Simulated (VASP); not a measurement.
A convergence study with VASP on AgI (zinc blende): one setting is varied, all else stays as given below, so the limit is that of these other settings. ε∞ is the independent-particle value.

```yaml
crystal:
  lattice:
    - [0.00000, 3.25000, 3.25000]
    - [3.25000, 0.00000, 3.25000]
    - [3.25000, 3.25000, 0.00000]
  atoms:
    - { symbol: Ag, position: [0.00000, 0.00000, 0.00000] }
    - { symbol: I, position: [0.25000, 0.25000, 0.25000] }
```

Computed with PBE GGA, VASP's PBE PAW potentials (set 64) (plane waves; VASP). The tightest run used: 550 eV cut-off, 6×6×6 Γ-centred mesh, Gaussian smearing of 0.050 eV, potentials Ag I.

The reference is NBANDS = 137, which took about 2 core-minutes. Costs are core time on shared hosts, one run each; read them as rough ratios.

Question: Of the settings NBANDS = 10; NBANDS = 11; NBANDS = 13; NBANDS = 17; NBANDS = 25; NBANDS = 41; NBANDS = 73; NBANDS = 137, which is the lowest that keeps the difference from the reference in mean ε∞ within 0.3 from there on, and what does it cost?

Answer: NBANDS = 17; its cost over the reference is about 1/10.
```json
[
 {"setting": "NBANDS = 10", "difference in mean ε∞": "2.19", "cost over the reference": "about 1/10"},
 {"setting": "NBANDS = 11", "difference in mean ε∞": "1.26", "cost over the reference": "about 1/10"},
 {"setting": "NBANDS = 13", "difference in mean ε∞": "0.51", "cost over the reference": "about 1/10"},
 {"setting": "NBANDS = 17", "difference in mean ε∞": "0.24", "cost over the reference": "about 1/10"},
 {"setting": "NBANDS = 25", "difference in mean ε∞": "0.12", "cost over the reference": "about 1/8"},
 {"setting": "NBANDS = 41", "difference in mean ε∞": "0.06", "cost over the reference": "about 1/3"},
 {"setting": "NBANDS = 73", "difference in mean ε∞": "0.02", "cost over the reference": "about 1/2"},
 {"setting": "NBANDS = 137", "difference in mean ε∞": "0.00", "cost over the reference": "reference"}
]
```

Left out are rungs that failed or repeat a setting and relaxations that didn't move; long series are thinned to 24 rows.

The compound is AgI in the zinc blende structure, whereas wurtzite is the usual form. The cell was not relaxed at this level.
